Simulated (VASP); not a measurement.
All values below come from PBEsol GGA, VASP's PBE PAW potentials (set 64) (plane waves; VASP 6.6.1).

A VASP calculation is set up with these files.

**INCAR**
```
ISIF = 2   # forces and stress, cell fixed
NELM = 100
ALGO = Normal
LASPH = .TRUE.   # aspherical one-centre terms
LWAVE = .FALSE.
SIGMA = 0.1
ENCUT = 600   # plane-wave cut-off (eV)
ISMEAR = 1
LCHARG = .FALSE.
EDIFF = 1E-7
GGA = PS   # PBEsol
LMAXMIX = 6   # l cut-off of mixed one-centre charges
SYSTEM = GdN
LREAL = .FALSE.
PREC = Accurate
```

### POSCAR
```
GdN
1
    0.0000000000     2.4627070126     2.4627070126
    2.4627070126     0.0000000000     2.4627070126
    2.4627070126     2.4627070126     0.0000000000
Gd N
1 1
Direct
  0.0000000000   0.0000000000   0.0000000000
  0.5000000000   0.5000000000   0.5000000000
```

### KPOINTS
```
Automatic mesh
0
Gamma
12 12 12
0 0 0
```

POTCAR, in this order: Gd_3 N (PBE.64 set). Program: vasp_std.

Output of the run:

**OSZICAR**
```
       N       E                     dE             d eps       ncg     rms          rms(c)
DAV:   1     0.489868104663E+02    0.48987E+02   -0.74021E+03  1584   0.132E+03
DAV:   2    -0.157794158076E+02   -0.64766E+02   -0.60390E+02  2018   0.259E+02
DAV:   3    -0.191242492924E+02   -0.33448E+01   -0.32210E+01  2141   0.470E+01
DAV:   4    -0.191762779009E+02   -0.52029E-01   -0.52077E-01  2032   0.510E+00
DAV:   5    -0.191770746298E+02   -0.79673E-03   -0.79614E-03  2061   0.561E-01    0.293E+01
DAV:   6    -0.173111742456E+02    0.18659E+01   -0.16677E+01  1883   0.258E+01    0.257E+01
DAV:   7    -0.171355133620E+02    0.17566E+00   -0.13387E+00  1801   0.769E+00    0.175E+01
DAV:   8    -0.171287854930E+02    0.67279E-02   -0.12176E-01  1740   0.374E+00    0.552E+00
DAV:   9    -0.171240535223E+02    0.47320E-02   -0.13400E-02  1914   0.958E-01    0.359E-01
DAV:  10    -0.171241179963E+02   -0.64474E-04   -0.40138E-04  2193   0.202E-01    0.190E-01
DAV:  11    -0.171241091140E+02    0.88823E-05   -0.33847E-05  1920   0.569E-02    0.171E-02
DAV:  12    -0.171241086600E+02    0.45408E-06   -0.13639E-06  2056   0.132E-02    0.828E-03
DAV:  13    -0.171241087290E+02   -0.69075E-07   -0.19751E-07  1489   0.425E-03
   1 F= -.17124109E+02 E0= -.17124141E+02  d E =0.962311E-04
```

### OUTCAR
```
------------------------ aborting loop because EDIFF is reached ----------------------------------------
  FORCE on cell =-STRESS in cart. coord.  units (eV):
  Direction    XX          YY          ZZ          XY          YZ          ZX
  --------------------------------------------------------------------------------------
  Total       -0.0315131     -0.0315131     -0.0315131     -0.0000000     -0.0000000     -0.0000000
  in kB       -1.6901846     -1.6901846     -1.6901846     -0.0000000     -0.0000000     -0.0000000
  external PRESSURE =      -1.6901846 kB  Pullay stress =       0.0000000 kB
  volume of cell :       29.87
      direct lattice vectors                 reciprocal lattice vectors
     0.000000000  2.462707013  2.462707013    -0.203028617  0.203028617  0.203028617
     2.462707013  0.000000000  2.462707013     0.203028617 -0.203028617  0.203028617
     2.462707013  2.462707013  0.000000000     0.203028617  0.203028617 -0.203028617
 POSITION                                       TOTAL-FORCE (eV/Angst)
 -----------------------------------------------------------------------------------
      0.00000      0.00000      0.00000        -0.000000      0.000000     -0.000000
      2.46271      2.46271      2.46271         0.000000     -0.000000      0.000000
 -----------------------------------------------------------------------------------
    total drift:                                0.000000      0.000000      0.000000
  FREE ENERGIE OF THE ION-ELECTRON SYSTEM (eV)
  ---------------------------------------------------
  free  energy   TOTEN  =       -17.1241087290 eV

  energy  without entropy=      -17.1242049601  energy(sigma->0) =      -17.12414081
```
(Selected blocks of OUTCAR.)

The 4f electrons are frozen in the core of the lanthanide potential, so 4f levels, which can set the real gap, and their magnetism are missing.

The compound is GdN in the rock salt structure. It was relaxed first.
